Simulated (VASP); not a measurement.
Output of a VASP run:

### OUTCAR
```
 ion  position               nearest neighbor table
   1  0.333  0.667  0.250-   2 3.24   2 3.24   2 3.24   2 3.24   2 3.24   2 3.24
   2  0.667  0.333  0.750-   1 3.24   1 3.24   1 3.24   1 3.24   1 3.24   1 3.24
  LATTYP: Found a hexagonal cell.
 ALAT       =     3.3257442851
 C/A-ratio  =     1.5665369909
 Subroutine PRICEL returns:
 Original cell was already a primitive cell.
 Subroutine GETGRP returns: Found 24 space group operations
The static configuration has the point symmetry D_3d.
 The point group associated with its full space group is D_6h.
The dynamic configuration has the point symmetry D_3d.
 Subroutine INISYM returns: Found 24 space group operations
 Subroutine IBZKPT returns following result:
 Found     84 irreducible k-points:

 Following reciprocal coordinates:
            Coordinates               Weight
  0.000000  0.000000  0.000000      1.000000
  0.076923  0.000000  0.000000      6.000000
  0.153846 -0.000000  0.000000      6.000000
  0.230769  0.000000  0.000000      6.000000
  0.307692 -0.000000  0.000000      6.000000
  0.384615  0.000000  0.000000      6.000000
  0.461538  0.000000  0.000000      6.000000
  0.076923  0.076923  0.000000      6.000000
  0.153846  0.076923  0.000000     12.000000
  0.230769  0.076923  0.000000     12.000000
  0.307692  0.076923  0.000000     12.000000
  0.384615  0.076923  0.000000     12.000000
  0.461538  0.076923  0.000000      6.000000
  0.153846  0.153846  0.000000      6.000000
  0.230769  0.153846  0.000000     12.000000
  0.307692  0.153846  0.000000     12.000000
  0.384615  0.153846  0.000000     12.000000
  0.230769  0.230769  0.000000      6.000000
  0.307692  0.230769  0.000000     12.000000
  0.384615  0.230769  0.000000      6.000000
  0.307692  0.307692  0.000000      6.000000
  0.000000  0.000000  0.142857      2.000000
  0.076923  0.000000  0.142857     12.000000
  0.153846 -0.000000  0.142857     12.000000
  0.230769  0.000000  0.142857     12.000000
  0.307692 -0.000000  0.142857     12.000000
  0.384615  0.000000  0.142857     12.000000
  0.461538  0.000000  0.142857     12.000000
  0.076923  0.076923  0.142857     12.000000
  0.153846  0.076923  0.142857     24.000000
  0.230769  0.076923  0.142857     24.000000
  0.307692  0.076923  0.142857     24.000000
  0.384615  0.076923  0.142857     24.000000
  0.461538  0.076923  0.142857     12.000000
  0.153846  0.153846  0.142857     12.000000
  0.230769  0.153846  0.142857     24.000000
  0.307692  0.153846  0.142857     24.000000
  0.384615  0.153846  0.142857     24.000000
  0.230769  0.230769  0.142857     12.000000
  0.307692  0.230769  0.142857     24.000000
   k-points           NKPTS =     84   k-points in BZ     NKDIM =     84   number of bands    NBANDS=     17
   number of dos      NEDOS =    301   number of ions     NIONS =      2
   total plane-waves  NPLWV =  23040
   dimension x,y,z NGX =    24 NGY =   24 NGZ =   40
   dimension x,y,z NGXF=    48 NGYF=   48 NGZF=   80
   ions per type =               2
   PREC   = accura    normal or accurate (medium, high low for compatibility)
   ISTART =      0    job   : 0-new  1-cont  2-samecut
   ICHARG =      2    charge: 1-file 2-atom 10-const
   ISPIN  =      1    spin polarized calculation?
   LNONCOLLINEAR =      F non collinear calculations
   LSORBIT =      F    spin-orbit coupling
   INIWAV =      1    electr: 0-lowe 1-rand  2-diag
   ENCUT  =  500.0 eV  36.75 Ry    6.06 a.u.   6.06  6.06  9.50*2*pi/ulx,y,z
   NELM   =    100;   NELMIN=  2; NELMDL= -5     # of ELM steps
   EDIFF  = 0.1E-05   stopping-criterion for ELM
   LREAL  =      F    real-space projection
   NLSPLINE    = F    spline interpolate recip. space projectors
   LMAXMIX     =    4 max onsite mixed and CHGCAR
   VOSKOWN=      0    Vosko Wilk Nusair interpolation
   EDIFFG = -.2E-01   stopping-criterion for IOM
   NSW    =     40    number of steps for IOM
...
```

OSZICAR:
```
       N       E                     dE             d eps       ncg     rms          rms(c)
DAV:   1     0.124469131131E+03    0.12447E+03   -0.14505E+04  2856   0.143E+03
DAV:   2    -0.386868848171E+01   -0.12834E+03   -0.12700E+03  3070   0.299E+02
DAV:   3    -0.587710095969E+01   -0.20084E+01   -0.19889E+01  3469   0.334E+01
DAV:   4    -0.589035650976E+01   -0.13256E-01   -0.13270E-01  3204   0.248E+00
DAV:   5    -0.589046794602E+01   -0.11144E-03   -0.11144E-03  3341   0.260E-01    0.496E+00
DAV:   6    -0.581676672899E+01    0.73701E-01   -0.13061E-01  3067   0.330E+00    0.331E+00
DAV:   7    -0.580222230472E+01    0.14544E-01   -0.64648E-02  3010   0.228E+00    0.795E-01
DAV:   8    -0.580051111571E+01    0.17112E-02   -0.77461E-03  3013   0.782E-01    0.483E-02
DAV:   9    -0.580051547155E+01   -0.43558E-05   -0.36638E-05  3351   0.569E-02    0.884E-03
DAV:  10    -0.580051517106E+01    0.30049E-06   -0.29466E-06  2661   0.157E-02
   1 F= -.42431256E+01 E0= -.42429628E+01  d E =-.424313E+01
       N       E                     dE             d eps       ncg     rms          rms(c)
DAV:   1    -0.580927549863E+01   -0.87600E-02   -0.66696E-02  2898   0.245E+00    0.329E-01
DAV:   2    -0.580621098694E+01    0.30645E-02   -0.64684E-03  2916   0.735E-01    0.115E-01
DAV:   3    -0.580578694293E+01    0.42404E-03   -0.13928E-03  2976   0.350E-01    0.877E-02
DAV:   4    -0.580576890244E+01    0.18040E-04   -0.87909E-05  2973   0.674E-02    0.106E-02
DAV:   5    -0.580576598132E+01    0.29211E-05   -0.23921E-05  3082   0.452E-02    0.674E-03
DAV:   6    -0.580576574059E+01    0.24073E-06   -0.85819E-07  1529   0.836E-03
   2 F= -.42431287E+01 E0= -.42429615E+01  d E =-.307433E-05
       N       E                     dE             d eps       ncg     rms          rms(c)
DAV:   1    -0.580402714482E+01    0.17388E-02   -0.17702E-02  2895   0.126E+00    0.169E-01
DAV:   2    -0.580321158178E+01    0.81556E-03   -0.17330E-03  2905   0.382E-01    0.591E-02
DAV:   3    -0.580309974452E+01    0.11184E-03   -0.37065E-04  2959   0.181E-01    0.446E-02
DAV:   4    -0.580309512193E+01    0.46226E-05   -0.24352E-05  2958   0.354E-02    0.598E-03
DAV:   5    -0.580309428271E+01    0.83923E-06   -0.62537E-06  2916   0.230E-02
   3 F= -.42431598E+01 E0= -.42429946E+01  d E =-.341490E-04
```

**OUTCAR**
```
------------------------ aborting loop because EDIFF is reached ----------------------------------------
  FORCE on cell =-STRESS in cart. coord.  units (eV):
  Direction    XX          YY          ZZ          XY          YZ          ZX
  --------------------------------------------------------------------------------------
  Total        1.5548845      1.5548846      1.5823804      0.0000000     -0.0000000      0.0000000
  in kB       49.8381329     49.8381370     50.7194507      0.0000000     -0.0000000      0.0000000
  external PRESSURE =       0.1319069 kB  Pullay stress =      50.0000000 kB
  volume of cell :       49.99
      direct lattice vectors                 reciprocal lattice vectors
     1.663524766 -2.881309533  0.000000000     0.300566610 -0.173532206 -0.000000000
     1.663524766  2.881309533  0.000000000     0.300566610  0.173532206  0.000000000
     0.000000000 -0.000000000  5.214321028     0.000000000  0.000000000  0.191779523
 POSITION                                       TOTAL-FORCE (eV/Angst)
 -----------------------------------------------------------------------------------
      1.66352      0.96044      1.30358         0.000000      0.000000      0.000000
      1.66352     -0.96044      3.91074        -0.000000     -0.000000      0.000000
 -----------------------------------------------------------------------------------
    total drift:                               -0.000006      0.000424      0.000010
  FREE ENERGIE OF THE ION-ELECTRON SYSTEM (eV)
  ---------------------------------------------------
  free  energy   TOTEN  =        -5.8030942827 eV

  energy  without entropy=       -5.8025989344  energy(sigma->0) =       -5.80292917
  enthalpy is  TOTEN    =        -4.2431597574 eV   P V=        1.5599345253

 reached required accuracy - stopping structural energy minimisation
```
(Selected blocks of OUTCAR.)

POSCAR:
```
Tl
1
    1.6628720929    -2.8801790661     0.0000000000
    1.6628720929     2.8801790661     0.0000000000
    0.0000000000     0.0000000000     5.2099014448
Tl
2
Direct
  0.3333330000   0.6666670000   0.2500000000
  0.6666670000   0.3333330000   0.7500000000
```

Task: Write an INCAR and KPOINTS that could have produced this output.

Result: One answer among several that fit: the input of the run itself, LDA (Ceperley-Alder, Perdew-Zunger), plane waves, VASP's LDA PAW potentials (set 64).

### INCAR
```
! general
SYSTEM   =  Tl
PREC     =  Accurate
ENCUT    =  500   ! plane-wave cut-off (eV)
LREAL    =  .False.   ! projection in real space or not
LASPH    =  .True.

! electronic loop
EDIFF    =  1E-6   ! SCF stop (eV)
NELM     =  100   ! most electronic steps
ALGO     =  Normal   ! blocked Davidson
LMAXMIX  =  4

! smearing
ISMEAR   =  1   ! Methfessel-Paxton
SIGMA    =  0.1   ! width (eV)

! ions
IBRION   =  2
NSW      =  40   ! most ionic steps
ISIF     =  3   ! ions, shape and volume
EDIFFG   =  -0.02   ! ionic stop
PSTRESS  =  50   ! kbar

! output
LWAVE    =  .False.
LCHARG   =  .False.
```

### KPOINTS
```
K-points
0
gamma
  13 13 7
0 0 0
```

POTCAR, in this order: Tl_d (LDA.64 set). Program: vasp_std.

The compound is Tl in the hcp structure. This run relaxes it under an external pressure of 5 GPa. Symmetry was kept, so distortions that lower it aren't found.
